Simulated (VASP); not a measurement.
Given:

```yaml
crystal:
  lattice:
    - [4.49817, 0.00000, 0.00000]
    - [0.00000, 4.49817, 0.00000]
    - [0.00000, 0.00000, 3.01788]
  atoms:
    - { symbol: Mg, position: [0.00000, 0.00000, 0.00000] }
    - { symbol: Mg, position: [0.50000, 0.50000, 0.50000] }
    - { symbol: H, position: [0.30412, 0.30412, 0.00000] }
    - { symbol: H, position: [0.80412, 0.19588, 0.50000] }
    - { symbol: H, position: [0.19588, 0.80412, 0.50000] }
    - { symbol: H, position: [0.69588, 0.69588, 0.00000] }
```

Level of theory: vdW-DF-cx, VASP's PBE PAW potentials (set 64) (plane waves; VASP 6.6.1). Numerical set-up: 520 eV cut-off, 6×6×8 Γ-centred mesh, tetrahedra with Blöchl corrections, potentials Mg H.

The cores are frozen, which limits the accuracy of field gradients.

**Question.** Give the principal components of the electric field gradient (V/Å²) and the asymmetry η at each nucleus.

**Answer.** 
```tsv
atom	Vxx	Vyy	Vzz	η
Mg1	-5.2	-0.6	5.8	0.78
Mg2	-5.2	-0.6	5.8	0.78
H3	4.4	1.0	-5.4	0.62
H4	4.4	1.0	-5.4	0.62
H5	4.4	1.0	-5.4	0.62
H6	4.4	1.0	-5.4	0.62
```

The compound is MgH2 in the rutile structure. It was relaxed first.
